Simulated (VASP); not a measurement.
Input:

```xyz
1
Lattice="0.0000 2.7210 2.7210 2.7210 0.0000 2.7210 2.7210 2.7210 0.0000" Properties=species:S:1:pos:R:3 pbc="T T T"
Ca     2.7210     0.0000     2.7210
```

Method: LDA (Ceperley-Alder, Perdew-Zunger), VASP's LDA PAW potentials (set 64) (plane waves; VASP). Settings: 520 eV cut-off, 12×12×12 Γ-centred mesh, first-order Methfessel-Paxton smearing of 0.10 eV, potentials Ca_sv.

Task: Give the stress tensor in GPa (positive for a compressed cell).

Result: 
```
-1.03   0.00   0.00
 0.00  -1.03   0.00
 0.00   0.00  -1.03
```
The pressure is its mean diagonal, -1.03 GPa.

The compound is Ca in the fcc structure. This cell is one point of a volume scan, at 1.06 of the reference volume.
